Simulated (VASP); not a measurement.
Energy against volume of Re (hcp). Method: r2SCAN meta-GGA, VASP's PBE PAW potentials (set 64) (plane waves; VASP). Run with 520 eV cut-off, 15×15×8 Γ-centred mesh, first-order Methfessel-Paxton smearing of 0.10 eV, potentials Re.

Shape and ions are relaxed at each volume.

```
V (Å³/atom)  E (eV/atom)
-----------  -----------
14.256         -52.43454
14.697         -52.45240
15.138         -52.43731
15.579         -52.39429
```

Fit these four points and predict the energy of the run at 13.815 Å³/atom.

A cubic in V^(−2/3), the third-order Birch-Murnaghan form, passes through the four points with V0 = 14.70 Å³/atom and B0 = 397 GPa, and gives -52.3778 eV/atom there. The run gave -52.3779 eV/atom, -0.0 meV/atom from the fit; all five points give B0 = 397 GPa.

The compound is Re in the hcp structure. It was relaxed first.
